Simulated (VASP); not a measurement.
Data:

```xyz
8
Lattice="5.9919 0.0000 0.0000 0.0000 5.9919 0.0000 0.0000 0.0000 5.9919" Properties=species:S:1:pos:R:3 pbc="T T T"
Al     0.0897     5.9022     5.9022
Al     2.9063     3.0857     5.9022
Al     2.9063     5.9022     3.0857
Al     0.0897     3.0857     3.0857
Sb     1.4980     1.4980     1.4980
Sb     4.4940     4.4940     1.4980
Sb     4.4940     1.4980     4.4940
P      1.4980     4.4940     4.4940
```

Level of theory: PBEsol GGA, VASP's PBE PAW potentials (set 64) (plane waves; VASP 6.6.1). Settings: 400 eV cut-off, 4×4×4 Γ-centred mesh, tetrahedra with Blöchl corrections, potentials Al Sb P.

The cores are frozen, which limits the accuracy of field gradients.

Give the principal components of the electric field gradient (V/Å²) and the asymmetry η at each nucleus.

```csv
atom,Vxx,Vyy,Vzz,η
Al1,0.1,0.1,-0.2,-
Al2,0.1,0.1,-0.2,-
Al3,0.1,0.1,-0.2,-
Al4,0.1,0.1,-0.2,-
Sb5,23.1,23.1,-46.3,0.00
Sb6,23.1,23.1,-46.3,0.00
Sb7,23.1,23.1,-46.3,0.00
P8,0.0,0.0,0.0,-
```

The structure was generated: Al4PSb3 was put into an ordered model structure (P-43m), which need not be its known phase. It was relaxed first.
